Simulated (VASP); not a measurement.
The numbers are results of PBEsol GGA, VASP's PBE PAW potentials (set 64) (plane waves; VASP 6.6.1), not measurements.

VASP ran on this input.

File POSCAR:
```
SrCl2
1
    0.0000000000     3.2616879235     3.2616879235
    3.2616879235    -0.0000000000     3.2616879235
    3.2616879235     3.2616879235     0.0000000000
Sr Cl
1 2
Direct
  0.0000000000   0.0000000000   0.0000000000
  0.2500000000   0.2500000000   0.2500000000
  0.7500000000   0.7500000000   0.7500000000
```

### INCAR
```
! general
SYSTEM  = SrCl2
PREC    = Accurate
ENCUT   = 500   ! plane-wave cut-off (eV)
LREAL   = .False.   ! projection in real space or not
LASPH   = .True.   ! aspherical one-centre terms

! electronic loop
EDIFF   = 1E-6
NELM    = 100
ALGO    = Normal   ! blocked Davidson
LMAXMIX = 4   ! l cut-off of mixed one-centre charges

! smearing
ISMEAR  = 0   ! Gaussian
SIGMA   = 0.05   ! width (eV)

! functional
GGA     = PS

! ions
IBRION  = 2   ! conjugate gradients
NSW     = 40   ! most ionic steps
ISIF    = 3
EDIFFG  = -0.02
PSTRESS = 100   ! kbar

! output
LWAVE   = .False.
LCHARG  = .False.
```

KPOINTS:
```
Automatic mesh
0
Gamma
6 6 6
0 0 0
```

POTCAR, in this order: Sr_sv Cl (PBE.64 set). Program: vasp_std.

Output

**OUTCAR**
```
 ion  position               nearest neighbor table
   1  0.000  0.000  0.000-   3 2.82   3 2.82   3 2.82   2 2.82   2 2.82   2 2.82   3 2.82   2 2.82
  LATTYP: Found a face centered cubic cell.
 ALAT       =     6.5233758470
 Subroutine PRICEL returns:
 Original cell was already a primitive cell.
 Subroutine GETGRP returns: Found 48 space group operations
The static configuration has the point symmetry O_h .
The dynamic configuration has the point symmetry O_h .
 Subroutine INISYM returns: Found 48 space group operations
 Subroutine IBZKPT returns following result:
 Found     16 irreducible k-points:

 Following reciprocal coordinates:
            Coordinates               Weight
  0.000000  0.000000  0.000000      1.000000
  0.166667  0.000000  0.000000      8.000000
  0.333333  0.000000  0.000000      8.000000
  0.500000  0.000000  0.000000      4.000000
  0.166667  0.166667  0.000000      6.000000
  0.333333  0.166667  0.000000     24.000000
  0.500000  0.166667  0.000000     24.000000
 -0.333333  0.166667  0.000000     24.000000
 -0.166667  0.166667  0.000000     12.000000
  0.333333  0.333333  0.000000      6.000000
...
```

File OSZICAR:
```
       N       E                     dE             d eps       ncg     rms          rms(c)
DAV:   1     0.144505927636E+03    0.14451E+03   -0.11774E+04   512   0.133E+03
DAV:   2    -0.523646406813E+01   -0.14974E+03   -0.14708E+03   656   0.252E+02
DAV:   3    -0.129202869491E+02   -0.76838E+01   -0.76747E+01   736   0.610E+01
DAV:   4    -0.132041805964E+02   -0.28389E+00   -0.28385E+00   864   0.891E+00
DAV:   5    -0.132060152730E+02   -0.18347E-02   -0.18346E-02   728   0.721E-01    0.224E+01
DAV:   6    -0.129946788119E+02    0.21134E+00   -0.43764E-01   608   0.399E+00    0.138E+01
DAV:   7    -0.129862272234E+02    0.84516E-02   -0.33507E-01   648   0.387E+00    0.114E+00
DAV:   8    -0.129828250017E+02    0.34022E-02   -0.52577E-02   648   0.138E+00    0.305E-01
DAV:   9    -0.129841500083E+02   -0.13250E-02   -0.17570E-03   616   0.313E-01    0.130E-01
DAV:  10    -0.129849353924E+02   -0.78538E-03   -0.67602E-04   608   0.155E-01    0.429E-02
DAV:  11    -0.129850193789E+02   -0.83987E-04   -0.97410E-05   664   0.545E-02    0.264E-02
DAV:  12    -0.129850278211E+02   -0.84422E-05   -0.11137E-05   672   0.191E-02    0.412E-03
DAV:  13    -0.129850288029E+02   -0.98187E-06   -0.12432E-06   616   0.704E-03
   1 F= -.86534459E+01 E0= -.86534459E+01  d E =-.865345E+01
```

**OUTCAR**
```
------------------------ aborting loop because EDIFF is reached ----------------------------------------
  FORCE on cell =-STRESS in cart. coord.  units (eV):
  Direction    XX          YY          ZZ          XY          YZ          ZX
  --------------------------------------------------------------------------------------
  Total        4.3132052      4.3132052      4.3132052      0.0000000      0.0000000      0.0000000
  in kB       99.5757289     99.5757289     99.5757289      0.0000000      0.0000000      0.0000000
  external PRESSURE =      -0.4242711 kB  Pullay stress =     100.0000000 kB
  volume of cell :       69.40
      direct lattice vectors                 reciprocal lattice vectors
     0.000000000  3.261687923  3.261687923    -0.153294862  0.153294862  0.153294862
     3.261687923  0.000000000  3.261687923     0.153294862 -0.153294862  0.153294862
     3.261687923  3.261687923  0.000000000     0.153294862  0.153294862 -0.153294862
 POSITION                                       TOTAL-FORCE (eV/Angst)
 -----------------------------------------------------------------------------------
      0.00000      0.00000      0.00000        -0.000000      0.000000      0.000000
      1.63084      1.63084      1.63084         0.000000      0.000000      0.000000
      4.89253      4.89253      4.89253        -0.000000     -0.000000     -0.000000
 -----------------------------------------------------------------------------------
    total drift:                                0.000000      0.000000      0.000000
  FREE ENERGIE OF THE ION-ELECTRON SYSTEM (eV)
  ---------------------------------------------------
  free  energy   TOTEN  =       -12.9850288029 eV

  energy  without entropy=      -12.9850288029  energy(sigma->0) =      -12.98502880
  enthalpy is  TOTEN    =        -8.6534459068 eV   P V=        4.3315828962

 reached required accuracy - stopping structural energy minimisation
```
(Selected blocks of OUTCAR.)

The compound is SrCl2 in the fluorite structure. It was relaxed first under an external pressure of 10 GPa.
